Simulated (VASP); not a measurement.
The system is F2AlI, in a box.

```
F Al I
1.0
    12.00000    0.00000    0.00000
     0.00000   12.00000    0.00000
     0.00000    0.00000   12.00000
F Al I
2 1 1
Cartesian
  7.3361 6.9280 7.1893
  6.5064 4.5808 5.8924
  6.3503 6.1912 6.1156
  4.6899 7.4612 4.8788
```

Base run:

| Quantity | Value |
| --- | --- |
| Program | VASP 6.6.1 |
| Functional | PBE |
| Potentials or basis | VASP PAW PBE potentials, release 64 (F, Al, I) |
| Cutoff | 520 eV |
| k mesh | 1 × 1 × 1 |
| Occupations | gaussian, width 0.01 eV |
| Spin | no spin polarisation |

Its results: gap between the frontier levels 4.72 eV; largest force 0.630 eV/Å.

**Question.** The run is repeated on the same cell with these changes: functional from PBE to vdW-DF2; further incar settings from ALGO = Fast; EDIFF = 1e-06 to ALGO = Fast; EDIFF = 1e-06; NBANDS = 20. What comes out?

**Answer.** Gap between the frontier levels 4.41 eV; largest force 1.010 eV/Å.

Caveats: spin-orbit coupling is left out, which moves the levels of the heavy elements; the PAW data sets were made with another functional, which shifts forces and pressure a little (some runs).

